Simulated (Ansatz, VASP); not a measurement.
**Cross-check of HCl between VASP and Ansatz**

One calculation is typed for both programs; each brings its own data sets. How far apart do they land? The cell is taken from a series of runs on this material, whose earlier steps may have relaxed, scaled, displaced or heated it; both programs get it as it stands.

Calculated with Ansatz 0.2.0; plane waves, with VASP 6.6.1 beside it; zone-centre phonons at PBEsol.

## 1. The structure

The structure is tetragonal, space group I4/mmm (No. 139). Conventional cell: a = 5.328 Å, b = 5.328 Å, c = 3.067 Å, α = 90.00°, β = 90.00°, γ = 90.00°. Nearest to H lie 2 Cl at 1.53 Å. Cl has 2 H at 1.53 Å nearest. Farther neighbours and most contacts between anions are not listed.

As a file:

```cif
data_structure
_symmetry_space_group_name_H-M 'P 1'
_symmetry_Int_Tables_number 1
_cell_length_a 5.3283
_cell_length_b 4.0679
_cell_length_c 4.0677
_cell_angle_alpha 81.829
_cell_angle_beta 49.087
_cell_angle_gamma 49.084
_cell_volume 43.54
loop_
_atom_site_label
_atom_site_type_symbol
_atom_site_fract_x
_atom_site_fract_y
_atom_site_fract_z
_atom_site_occupancy
H1 H 0.00000 0.00000 0.00000 1
Cl2 Cl 0.50000 0.50000 0.50000 1
```

## 2. VASP: zone-centre phonons, PBEsol

Second derivatives magnify differences that forces hide, and they need a tight electronic threshold.

Lines of VASP's logs that name or quote its potential files are left out, and so is its time.

File INCAR:

```
SYSTEM = HCl
PREC = Accurate
ENCUT = 500
EDIFF = 1E-08
NELM = 120
ISMEAR = 0
SIGMA = 0.01
LREAL = .FALSE.
ALGO = Normal
GGA = PS
NBANDS = 10
LORBIT = 11
LWAVE = .FALSE.
LCHARG = .FALSE.
ISIF = 2
IBRION = 8
LEPSILON = .TRUE.
LASPH = .TRUE.
GGA_COMPAT = .FALSE.
EFERMI = MIDGAP
KPAR = 2
```

File POSCAR:

```
HCl
1.0
    0.0000000000      3.7675981590      3.7677631685
    1.5335276855      0.0000000000      3.7677631685
    1.5335276855      3.7675981590      0.0000000000
H Cl
1 1
Direct
    0.0000000000      0.0000000000      0.0000000000
    0.5000000000      0.5000000000      0.5000000000
```

File KPOINTS:

```
Automatic mesh
0
Gamma
8 8 8
0 0 0
```

The projector-augmented-wave data sets are H and Cl (PBE family, release 64).

Started as:

```bash
$ mpirun -np 2 vasp_std
```

Numbers of over 12 decimals in the logs are rounded to 6 here.

The program printed:

```text
[banner, memory and clock lines left out]
running    2 mpi-ranks, on    1 nodes
 distrk:  each k-point on    1 cores,    2 groups
 distr:  one band on    1 cores,    1 groups

 POSCAR found type information on POSCAR H Cl
 POSCAR found :  2 types and       2 ions
|                                                                             |
|               ----> ADVICE to this user running VASP <----                  |
|                                                                             |
|     You enforced a specific xc type in the INCAR file but a different       |
|     [... a line on the potential file left out ...]
|     I HOPE YOU KNOW WHAT YOU ARE DOING!                                     |
|                                                                             |

 LDA part: xc-table for (Slater+PW92), standard interpolation
 POSCAR, INCAR and KPOINTS ok, starting setup
 FFT: planning ... GRIDC
 FFT: planning ... GRID_SOFT
 FFT: planning ... GRID
 WAVECAR not read
 entering main loop
       N       E                     dE             d eps       ncg     rms          rms(c)
DAV:   1     0.311896224327E+02    0.31190E+02   -0.30642E+03  1924   0.592E+02
DAV:   2    -0.390439230347E+01   -0.35094E+02   -0.34036E+02  2372   0.114E+02
DAV:   3    -0.578349036519E+01   -0.18791E+01   -0.18772E+01  2326   0.304E+01
DAV:   4    -0.579778626322E+01   -0.14296E-01   -0.14295E-01  2566   0.309E+00
DAV:   5    -0.579790717554E+01   -0.12091E-03   -0.12091E-03  2532   0.240E-01    0.453E+00
DAV:   6    -0.574869461150E+01    0.49213E-01   -0.11412E-01  2204   0.162E+00    0.295E+00
DAV:   7    -0.574788958367E+01    0.80503E-03   -0.60860E-02  2230   0.131E+00    0.786E-01
DAV:   8    -0.574851496301E+01   -0.62538E-03   -0.62616E-03  2342   0.457E-01    0.733E-02
DAV:   9    -0.574859119625E+01   -0.76233E-04   -0.12095E-04  2346   0.775E-02    0.258E-02
DAV:  10    -0.574862478068E+01   -0.33584E-04   -0.30121E-05  2256   0.366E-02    0.685E-03
DAV:  11    -0.574862531564E+01   -0.53496E-06   -0.89686E-07  2766   0.681E-03    0.467E-03
DAV:  12    -0.574862555428E+01   -0.23863E-06   -0.25977E-07  2176   0.325E-03    0.313E-04
DAV:  13    -0.574862556231E+01   -0.80323E-08   -0.11740E-08  2684   0.721E-04
   1 F= -.57486256E+01 E0= -.57486256E+01  d E =0.000000E+00
 Linear response reoptimize wavefunctions to high precision
DAV:   1    -0.574862557192E+01   -0.96076E-08   -0.14895E-09  2190   0.285E-04
DAV:   2    -0.574862557191E+01    0.69917E-11   -0.84443E-12  1450   0.248E-05
 Linear response G [H, r] |phi>, progress :
  Direction:   1
       N       E                     dE             d eps       ncg     rms
RMM:   1    -0.300526279646E+02   -0.30053E+02   -0.70472E+01  4103   0.409E+01
RMM:   2    -0.309596014436E+02   -0.90697E+00   -0.79767E-01  3148   0.720E+00
RMM:   3    -0.309760083896E+02   -0.16407E-01   -0.22922E-02  3266   0.120E+00
RMM:   4    -0.309767101872E+02   -0.70180E-03   -0.42191E-04  3365   0.175E-01
RMM:   5    -0.309767286401E+02   -0.18453E-04   -0.14607E-05  3428   0.308E-02
RMM:   6    -0.309767296223E+02   -0.98220E-06    0.21995E-06  3535   0.660E-03
RMM:   7    -0.309767296637E+02   -0.41400E-07    0.28704E-06  3576   0.215E-03
RMM:   8    -0.309767296674E+02   -0.37758E-08    0.28904E-06  3256   0.136E-03
RMM:   9    -0.309767296689E+02   -0.14517E-08    0.29539E-06  3138   0.122E-03
RMM:  10    -0.309767296766E+02   -0.77112E-08    0.35571E-06  2928   0.119E-03
RMM:  11    -0.309767297296E+02   -0.53024E-07    0.69023E-06  2824   0.118E-03
RMM:  12    -0.309767296904E+02    0.39230E-07    0.21780E-05  2592   0.117E-03
 Linear response G [H, r] |phi>, progress :
  Direction:   2
       N       E                     dE             d eps       ncg     rms
RMM:   1    -0.277362567568E+02   -0.27736E+02    0.46077E+01  3819   0.493E+01
RMM:   2    -0.290950966527E+02   -0.13588E+01   -0.96414E-01  3345   0.829E+00
RMM:   3    -0.291234840487E+02   -0.28387E-01   -0.31560E-02  3314   0.124E+00
RMM:   4    -0.291245438827E+02   -0.10598E-02   -0.15583E-03  3495   0.246E-01
RMM:   5    -0.291245896673E+02   -0.45785E-04   -0.15308E-05  3594   0.388E-02
RMM:   6    -0.291245901265E+02   -0.45929E-06    0.22291E-05  3704   0.712E-03
RMM:   7    -0.291245901713E+02   -0.44765E-07    0.22961E-05  3756   0.269E-03
RMM:   8    -0.291245901716E+02   -0.31971E-09    0.22964E-05  3496   0.192E-03
RMM:   9    -0.291245901622E+02    0.94822E-08    0.24244E-05  3329   0.180E-03
RMM:  10    -0.291245901672E+02   -0.50263E-08    0.25562E-05  3203   0.178E-03
RMM:  11    -0.291245904125E+02   -0.24532E-06    0.29284E-05  3143   0.176E-03
 Linear response G [H, r] |phi>, progress :
  Direction:   3
       N       E                     dE             d eps       ncg     rms
RMM:   1    -0.277351663860E+02   -0.27735E+02    0.46088E+01  3818   0.493E+01
[...]
RMM:  10    -0.122558030144E+00    0.63472E-05   -0.17242E-08  3631   0.767E-04    0.553E-05
RMM:  11    -0.122557284911E+00    0.74523E-06   -0.24232E-10  3548   0.222E-04    0.367E-05
RMM:  12    -0.122556767374E+00    0.51754E-06    0.44313E-10  3202   0.937E-05    0.771E-06
 change of polarisation eV/A/(eV/A) component  2 :     0.027     0.214    -0.013
 dielectric tensor                  component  2 :     0.113     1.889    -0.056
 Linear response to external field, progress :
[...]
RMM:   1    -0.127654114734E-01   -0.12765E-01   -0.77382E-03  3632   0.677E-01
RMM:   2    -0.127046408984E-01    0.60771E-04   -0.36241E-04  3062   0.134E-01    0.107E-01
RMM:   3    -0.126915649721E-01    0.13076E-04   -0.31064E-05  3136   0.354E-02    0.613E-02
RMM:   4    -0.127215629857E-01   -0.29998E-04   -0.19465E-05  3055   0.292E-02    0.103E-02
RMM:   5    -0.127161286186E-01    0.54344E-05   -0.12143E-06  3221   0.784E-03    0.110E-03
RMM:   6    -0.127079811836E-01    0.81474E-05   -0.74826E-08  3301   0.206E-03    0.340E-04
RMM:   7    -0.127043206892E-01    0.36605E-05   -0.16941E-08  3108   0.865E-04    0.109E-04
RMM:   8    -0.127048650318E-01   -0.54434E-06   -0.12250E-09  3412   0.243E-04    0.371E-05
RMM:   9    -0.127050067470E-01   -0.14172E-06   -0.13737E-10  3633   0.618E-05    0.587E-06
RMM:  10    -0.127050133355E-01   -0.65885E-08   -0.68647E-11  3512   0.310E-05    0.132E-06
 first order change of Fermi-energy   0.40718E-04
 force on displaced ion       1 direction 2 :   0.000   2.942   0.000
 Born effective charge ion    1 direction 2 :   0.000   0.253   0.000
 Linear response progress:
  Degree of freedom:   3/  6
       N       E                     dE             d eps       ncg     rms          rms(c)
RMM:   1    -0.127654504419E-01   -0.12765E-01   -0.77382E-03  3632   0.677E-01
RMM:   2    -0.127046752881E-01    0.60775E-04   -0.36246E-04  3068   0.134E-01    0.107E-01
RMM:   3    -0.126916118182E-01    0.13063E-04   -0.31117E-05  3137   0.355E-02    0.613E-02
RMM:   4    -0.127216087578E-01   -0.29997E-04   -0.19491E-05  3054   0.292E-02    0.103E-02
RMM:   5    -0.127161778891E-01    0.54309E-05   -0.12138E-06  3223   0.785E-03    0.110E-03
RMM:   6    -0.127080257978E-01    0.81521E-05   -0.74394E-08  3304   0.207E-03    0.340E-04
RMM:   7    -0.127043732993E-01    0.36525E-05   -0.17144E-08  3105   0.864E-04    0.109E-04
RMM:   8    -0.127049185986E-01   -0.54530E-06   -0.14819E-09  3421   0.246E-04    0.365E-05
RMM:   9    -0.127050580824E-01   -0.13948E-06   -0.44465E-10  3649   0.650E-05    0.592E-06
RMM:  10    -0.127050647631E-01   -0.66807E-08   -0.41264E-10  3510   0.346E-05    0.131E-06
 first order change of Fermi-energy   0.28938E-04
 force on displaced ion       1 direction 3 :   0.000   0.000   2.942
 Born effective charge ion    1 direction 3 :   0.000   0.000   0.253
 Linear response progress:
  Degree of freedom:   4/  6
       N       E                     dE             d eps       ncg     rms          rms(c)
RMM:   1    -0.176903678670E+00   -0.17690E+00    0.50783E-02  3658   0.296E+00
RMM:   2    -0.185663113321E+00   -0.87594E-02   -0.20010E-03  2981   0.392E-01    0.410E-01
RMM:   3    -0.186819544597E+00   -0.11564E-02   -0.42792E-04  2810   0.121E-01    0.224E-01
RMM:   4    -0.188326227276E+00   -0.15067E-02   -0.27300E-04  2886   0.900E-02    0.355E-02
RMM:   5    -0.188286414610E+00    0.39813E-04   -0.16632E-05  3163   0.272E-02    0.104E-02
RMM:   6    -0.188285114493E+00    0.13001E-05   -0.14450E-07  3270   0.287E-03    0.636E-03
RMM:   7    -0.188305517437E+00   -0.20403E-04   -0.88407E-08  3087   0.223E-03    0.745E-04
RMM:   8    -0.188309196298E+00   -0.36789E-05   -0.19732E-08  3500   0.443E-04    0.484E-05
RMM:   9    -0.188309080961E+00    0.11534E-06   -0.19413E-08  3420   0.230E-04    0.169E-05
RMM:  10    -0.188309451981E+00   -0.37102E-06   -0.28887E-08  3506   0.141E-04    0.830E-06
RMM:  11    -0.188309427654E+00    0.24328E-07   -0.11676E-07  3839   0.122E-04    0.170E-06
RMM:  12    -0.188309415946E+00    0.11707E-07   -0.11917E-07  3686   0.118E-04    0.238E-07
RMM:  13    -0.188309414707E+00    0.12395E-08   -0.64399E-08  3366   0.117E-04    0.577E-07
 first order change of Fermi-energy   0.19020E-02
 force on displaced ion       2 direction 1 :  14.487   0.000   0.000
 Born effective charge ion    2 direction 1 :  -7.934   0.000   0.000
 Linear response progress:
  Degree of freedom:   5/  6
       N       E                     dE             d eps       ncg     rms          rms(c)
RMM:   1    -0.198243052505E+00   -0.19824E+00   -0.16644E-03  3844   0.274E+00
RMM:   2    -0.198453355868E+00   -0.21030E-03   -0.13180E-03  3000   0.295E-01    0.103E-01
RMM:   3    -0.198798765373E+00   -0.34541E-03   -0.33560E-05  3150   0.436E-02    0.639E-02
RMM:   4    -0.199228406034E+00   -0.42964E-03   -0.17829E-05  3039   0.277E-02    0.855E-03
RMM:   5    -0.199178338100E+00    0.50068E-04   -0.11643E-06  3279   0.688E-03    0.227E-03
RMM:   6    -0.199183439474E+00   -0.51014E-05   -0.41184E-08  3435   0.121E-03    0.118E-03
RMM:   7    -0.199186456625E+00   -0.30172E-05   -0.42067E-08  2963   0.100E-03    0.853E-05
RMM:   8    -0.199186479194E+00   -0.22569E-07   -0.18959E-08  3540   0.348E-04    0.103E-04
RMM:   9    -0.199186676922E+00   -0.19773E-06   -0.18316E-08  3478   0.191E-04    0.115E-05
RMM:  10    -0.199186728359E+00   -0.51437E-07   -0.17804E-08  3809   0.140E-04    0.526E-06
RMM:  11    -0.199186699019E+00    0.29339E-07   -0.19247E-07  3684   0.133E-04    0.173E-06
RMM:  12    -0.199186712762E+00   -0.13743E-07   -0.15852E-07  3822   0.128E-04    0.737E-07
RMM:  13    -0.199186711435E+00    0.13274E-08   -0.33840E-08  3564   0.128E-04    0.348E-07
 first order change of Fermi-energy   0.11117E-02
 force on displaced ion       2 direction 2 :   0.000   2.941   0.000
 Born effective charge ion    2 direction 2 :   0.000  -0.253   0.000
 Linear response progress:
  Degree of freedom:   6/  6
       N       E                     dE             d eps       ncg     rms          rms(c)
RMM:   1    -0.198245910430E+00   -0.19825E+00   -0.16639E-03  3845   0.274E+00
RMM:   2    -0.198456190311E+00   -0.21028E-03   -0.13178E-03  3004   0.295E-01    0.103E-01
RMM:   3    -0.198801545583E+00   -0.34536E-03   -0.33578E-05  3149   0.436E-02    0.639E-02
RMM:   4    -0.199231236856E+00   -0.42969E-03   -0.17950E-05  3038   0.278E-02    0.854E-03
RMM:   5    -0.199181022104E+00    0.50215E-04   -0.11699E-06  3280   0.689E-03    0.229E-03
RMM:   6    -0.199186180325E+00   -0.51582E-05   -0.39658E-08  3447   0.121E-03    0.119E-03
RMM:   7    -0.199189208068E+00   -0.30277E-05   -0.40358E-08  2980   0.100E-03    0.858E-05
RMM:   8    -0.199189212519E+00   -0.44502E-08   -0.17152E-08  3527   0.343E-04    0.103E-04
 first order change of Fermi-energy   0.98062E-03
 force on displaced ion       2 direction 3 :   0.000   0.000   2.938
 Born effective charge ion    2 direction 3 :   0.000   0.000  -0.253
 Born effective charges drift removed
 Linear response finished
```

OUTCAR, selected parts (step 2):

```text
ion  position               nearest neighbor table
   1  0.000  0.000  0.000-   2 1.53   2 1.53
   2  0.500  0.500  0.500-   1 1.53   1 1.53

  LATTYP: Found a face centered orthorhombic cell.
 ALAT       =     3.0670553710
 B/A-ratio  =     2.4568178290
 C/A-ratio  =     2.4569254303

 Subroutine GETGRP returns: Found  8 space group operations
 (whereof  8 operations were pure point group operations)

The static configuration has the point symmetry D_2h.

 Found     95 irreducible k-points:

   k-points           NKPTS =     95   k-points in BZ     NKDIM =     95   number of bands    NBANDS=     10

   dimension x,y,z NGX =    40 NGY =   30 NGZ =   30
   dimension x,y,z NGXF=    80 NGYF=   60 NGZF=   60

   ENCUT  =  500.0 eV  36.75 Ry    6.06 a.u.   9.71  7.42  7.42*2*pi/ulx,y,z

   NELECT =       8.0000    total number of electrons

 k-points in reciprocal lattice and weights: Automatic mesh
   0.00000000  0.00000000  0.00000000       0.002
   0.12500000  0.00000000  0.00000000       0.016
   0.25000000  0.00000000  0.00000000       0.016
   0.37500000 -0.00000000  0.00000000       0.016
   0.50000000  0.00000000  0.00000000       0.008
   0.12500000  0.12500000  0.00000000       0.004
   0.25000000  0.12500000  0.00000000       0.016
   0.37500000  0.12500000  0.00000000       0.016
   0.50000000  0.12500000  0.00000000       0.016
[...]
-0.12500000  0.37500000  0.50000000       0.004
   0.00000000  0.50000000  0.50000000       0.002

 average (electrostatic) potential at core
       1 -39.4270       2 -96.8308

  Total       -0.0959742     -0.0248638     -0.0248909      0.0000000      0.0000000      0.0000000
  in kB       -3.5317939     -0.9149718     -0.9159711      0.0000000      0.0000000      0.0000000
  external PRESSURE =      -1.7875789 kB  Pullay stress =       0.0000000 kB

  energy-cutoff  :      500.00
  volume of cell :       43.54
      direct lattice vectors                 reciprocal lattice vectors
     0.000000000  3.767598159  3.767763169    -0.326045630  0.132710544  0.132704732
     1.533527685  0.000000000  3.767763169     0.326045630 -0.132710544  0.132704732
     1.533527685  3.767598159  0.000000000     0.326045630  0.132710544 -0.132704732

 POSITION                                       TOTAL-FORCE (eV/Angst)
 -----------------------------------------------------------------------------------
      0.00000      0.00000      0.00000         0.000000     -0.000000      0.000000
      1.53353      3.76760      3.76776        -0.000000      0.000000     -0.000000
 -----------------------------------------------------------------------------------
    total drift:                               -0.000000     -0.000000      0.000000

 MACROSCOPIC STATIC DIELECTRIC TENSOR (including local field effects in DFT)
 ------------------------------------------------------
          10.352341     0.000000     0.000000
           0.000000     1.888800     0.000000
           0.000000     0.000000     1.888766
 ------------------------------------------------------

 PIEZOELECTRIC TENSOR (including local field effects)  for field in x, y, z        (C/m^2)
          XX          YY          ZZ          XY          YZ          ZX
  --------------------------------------------------------------------------------
  x     0.00000     0.00000     0.00000     0.00000     0.00000     0.00000
  y     0.00000     0.00000     0.00000     0.00000     0.00000     0.00000
  z     0.00000     0.00000     0.00000     0.00000     0.00000     0.00000

 BORN EFFECTIVE CHARGES (including local field effects) (in |e|, cummulative output)
 ---------------------------------------------------------------------------------
 ion    1
    1     7.50688     0.00000     0.00000
    2     0.00000     0.25282     0.00000
    3     0.00000     0.00000     0.25281
 ion    2
    1    -7.50688     0.00000     0.00000
    2     0.00000    -0.25282     0.00000
    3     0.00000     0.00000    -0.25281

 Eigenvectors and eigenvalues of the dynamical matrix
 ----------------------------------------------------

   1 f  =    0.002662 THz     0.016724 2PiTHz    0.088787 cm-1     0.011008 meV
             X         Y         Z           dx          dy          dz
      0.000000  0.000000  0.000000     0.000000    0.000000   -0.165531
      1.533528  3.767598  3.767763     0.000000    0.000000   -0.986205

   2 f  =    0.000879 THz     0.005520 2PiTHz    0.029306 cm-1     0.003633 meV
             X         Y         Z           dx          dy          dz
      0.000000  0.000000  0.000000     0.165642   -0.000000    0.000000
      1.533528  3.767598  3.767763     0.986186   -0.000000    0.000000

   3 f  =    0.000695 THz     0.004368 2PiTHz    0.023190 cm-1     0.002875 meV
             X         Y         Z           dx          dy          dz
      0.000000  0.000000  0.000000    -0.000000   -0.165603    0.000000
      1.533528  3.767598  3.767763    -0.000000   -0.986193    0.000000

   4 f/i=   27.188717 THz   170.831748 2PiTHz  906.917982 cm-1   112.443448 meV
             X         Y         Z           dx          dy          dz
      0.000000  0.000000  0.000000     0.000000    0.000000   -0.986205
      1.533528  3.767598  3.767763     0.000000    0.000000    0.165531

   5 f/i=   27.189005 THz   170.833555 2PiTHz  906.927574 cm-1   112.444638 meV
             X         Y         Z           dx          dy          dz
      0.000000  0.000000  0.000000     0.000000   -0.986193    0.000000
      1.533528  3.767598  3.767763     0.000000    0.165603    0.000000

   6 f/i=   60.331321 THz   379.072872 2PiTHz 2012.436263 cm-1   249.510184 meV
             X         Y         Z           dx          dy          dz
      0.000000  0.000000  0.000000    -0.986186   -0.000000    0.000000
      1.533528  3.767598  3.767763     0.165642   -0.000000    0.000000

 MACROSCOPIC STATIC DIELECTRIC TENSOR IONIC CONTRIBUTION
 ------------------------------------------------------
           0.000000     0.000000     0.000000
           0.000000     0.000000     0.000000
           0.000000     0.000000     0.000000
 ------------------------------------------------------

 ELASTIC MODULI CONTR FROM IONIC RELAXATION (kBar)
 Direction    XX          YY          ZZ          XY          YZ          ZX
 --------------------------------------------------------------------------------
 XX           0.0000      0.0000      0.0000      0.0000      0.0000      0.0000
 YY           0.0000      0.0000      0.0000      0.0000      0.0000      0.0000
 ZZ           0.0000      0.0000      0.0000      0.0000      0.0000      0.0000
 XY           0.0000      0.0000      0.0000      0.0000      0.0000      0.0000
 YZ           0.0000      0.0000      0.0000      0.0000      0.0000      0.0000
 ZX           0.0000      0.0000      0.0000      0.0000      0.0000      0.0000
 --------------------------------------------------------------------------------

 PIEZOELECTRIC TENSOR IONIC CONTR  for field in x, y, z        (C/m^2)
          XX          YY          ZZ          XY          YZ          ZX
  --------------------------------------------------------------------------------
  x     0.00000     0.00000     0.00000     0.00000     0.00000     0.00000
  y     0.00000     0.00000     0.00000     0.00000     0.00000     0.00000
  z     0.00000     0.00000     0.00000     0.00000     0.00000     0.00000
```

[end of part 1 of 2]

[Lines on the potential files, build, host, timing and source positions are cut from VASP's logs without a mark.]

[Logs are printed without paths, hosts, clocks, repeated set-up lines and the standing remarks that a program may print on its own settings, such as how far it seeks lower states.]

[Hosts, paths, dates, database ids (printed as entryN), source tags and the programs' standing remarks are cut or masked in the printed files.]
